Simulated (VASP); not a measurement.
OSZICAR of a VASP run on MoSi₂ (MoSi2 type):

**OSZICAR**
```
       N       E                     dE             d eps       ncg     rms          rms(c)
DAV:   1     0.102629167675E+03    0.10263E+03   -0.99653E+03  4986   0.114E+03
DAV:   2    -0.161498066303E+02   -0.11878E+03   -0.11729E+03  6122   0.297E+02
DAV:   3    -0.183687980111E+02   -0.22190E+01   -0.21678E+01  6619   0.369E+01
DAV:   4    -0.183788624493E+02   -0.10064E-01   -0.10063E-01  5688   0.289E+00
DAV:   5    -0.183789497200E+02   -0.87271E-04   -0.87263E-04  6556   0.242E-01    0.207E+01
DAV:   6    -0.174394416626E+02    0.93951E+00   -0.10631E+01  5681   0.217E+01    0.430E+00
DAV:   7    -0.173418862531E+02    0.97555E-01   -0.10602E+00  5562   0.751E+00    0.387E+00
DAV:   8    -0.173240781429E+02    0.17808E-01   -0.73021E-02  6297   0.197E+00    0.522E-01
DAV:   9    -0.173241540830E+02   -0.75940E-04   -0.40010E-03  6052   0.416E-01    0.265E-01
DAV:  10    -0.173242354385E+02   -0.81355E-04   -0.78463E-04  6122   0.259E-01    0.801E-02
DAV:  11    -0.173242301453E+02    0.52932E-05   -0.10263E-04  5751   0.785E-02    0.229E-02
DAV:  12    -0.173242304543E+02   -0.30900E-06   -0.81152E-06  6178   0.207E-02
   1 F= -.17324230E+02 E0= -.17324270E+02  d E =0.118144E-03
```

Q: Which electronic solver shows in the log?

A: It is blocked Davidson (ALGO = Normal, or the opening steps of other solvers). The INCAR had ALGO = Normal.

Q: Can the final energy be trusted as converged?

A: The run converged. It stopped with EDIFF = 1E-6, NELM = 100 (PBE GGA + U (Dudarev), plane waves, VASP's PBE PAW potentials (set 64)).

The compound is MoSi2 in the MoSi2 type structure. The cell was not relaxed at this level. The run is one of a series of settings (LDAU = .TRUE., LDAUJ = 0 0, LDAUL = -1 2, LDAUTYPE = 2, LDAUU = 0 5.0, LMAXMIX = 2 against the base run), some of them coarse on purpose.
